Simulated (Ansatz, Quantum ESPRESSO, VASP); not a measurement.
## Code comparison for Ta₂Co (P1, 6 atoms in the cell)

Self-consistent single point, at a second geometry (atoms moved at random). First geometry:

```xyz
6
Lattice="-3.0421 3.0421 2.4828 3.0421 -3.0421 2.4828 3.0421 3.0421 -2.4828" Properties=species:S:1:pos:R:3 pbc="T T T"
Ta     4.0238     0.9817     0.0000
Ta    -0.9817     2.0604     2.4828
Ta     2.0604     0.9817     2.4828
Ta     0.9817     2.0604     0.0000
Co     0.0000     0.0000     3.7241
Co     0.0000     0.0000     1.2414
```

Second geometry:
```
CELL_PARAMETERS angstrom
     -3.04214     3.04214     2.48276
      3.04214    -3.04214     2.48276
      3.04214     3.04214    -2.48276
ATOMIC_POSITIONS crystal
  Ta 0.15499 0.66261 0.82310
  Ta 0.82047 0.32949 0.17409
  Ta 0.67543 0.84295 0.50281
  Ta 0.33904 0.15697 0.49996
  Co 0.75604 0.76061 0.99446
  Co 0.25403 0.24736 0.00558
```

Shared settings, as Ansatz (an electronic-structure program) writes them: kpoints.mp_grid.grid = 6 6 6; scf.occupations.method = fermi_dirac; scf.occupations.width = 0.1 eV. Potentials and cutoffs stand in the table.

```csv
code,model,ΔF from the first geometry (meV/atom),pressure (GPa),largest force (eV/Å),cutoff
VASP,"PBEsol, VASP's PBE PAW potentials (set 64)",15.7,-3.56,0.902,300 eV
Quantum ESPRESSO,"PBEsol, PSlibrary PAW (PBE) pseudopotentials",15.8,-4.41,0.924,50 Ry
Ansatz,"PBEsol, default PAW files made with PBE",15.9,-3.05,0.915,default
```

Size of the force on each atom (eV/Å): Sizes of forces hide their directions.

```tsv
code	Ta1	Ta2	Ta3	Ta4	Co5	Co6
VASP	0.562	0.818	0.627	0.243	0.902	0.751
Quantum ESPRESSO	0.554	0.813	0.624	0.241	0.924	0.762
Ansatz	0.563	0.824	0.634	0.243	0.915	0.759
```

On Ansatz's run: spin-orbit coupling is off. Spin polarisation is off.

The spread over the programs that give each value: ΔF from the first geometry within 0.2 meV/atom; pressure within 1.36 GPa; largest force within 0.022 eV/Å.

Ansatz's pressure is given at a fixed set of plane waves, as the other plane-wave codes print theirs; with its correction for the finite basis it is -2.96 GPa.

VASP's run is marked for a possible Pulay error in its stress at this cutoff; no cutoff test was made.

The starting cell comes from a database of computed structures (which also holds hypothetical and non-ambient phases and stackings), without a prior relaxation at this level. For this run, on top of that: atoms moved at random.

Left out of this page: CP2K and SIESTA (not drawn, or without a comparable value).

Keys are those of Ansatz 0.2.
